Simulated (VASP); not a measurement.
Here is the system:

```
MgI2
1.0
    1.97491    -3.42064     0.00000
    1.97491     3.42064     0.00000
    0.00000     0.00000     6.30890
Mg I
1 2
Direct
  0.00000   0.00000   0.00000
  0.33333   0.66667   0.26425
  0.66667   0.33333   0.73575
```

Computed with PBEsol GGA, VASP's PBE PAW potentials (set 64) (plane waves; VASP 6.6.1). Settings: 500 eV cut-off, 7×7×4 Γ-centred mesh, Gaussian smearing of 0.050 eV, potentials Mg I.

Energy and stress use the plane-wave basis of the starting cell. Without a dispersion term in the relaxation, distances and binding between the weakly bound layers, chains or molecules are unreliable, and so is what depends on them.

Question: The ions, cell shape and volume at an external pressure of 10.0 GPa are relaxed. What does this cell relax into?

Answer: 
```
MgI2
1.0
    1.91144    -3.31070     0.00000
    1.91144     3.31070     0.00000
    0.00000     0.00000     6.15368
Mg I
1 2
Direct
  0.00000   0.00000   0.00000
  0.33333   0.66667   0.27131
  0.66667   0.33333   0.72869
```
Space group P-3m1 (164), at a tolerance of 0.03 Å.

Question: How do energy and volume change from the first to the last step?

Answer: The energy (σ→0) changes by +112.1 meV/atom and the volume by -8.6 %, in 5 ionic steps.

The compound is MgI2 in the 1T layered structure. This run relaxes it under an external pressure of 10 GPa. Symmetry was kept, so distortions that lower it aren't found.
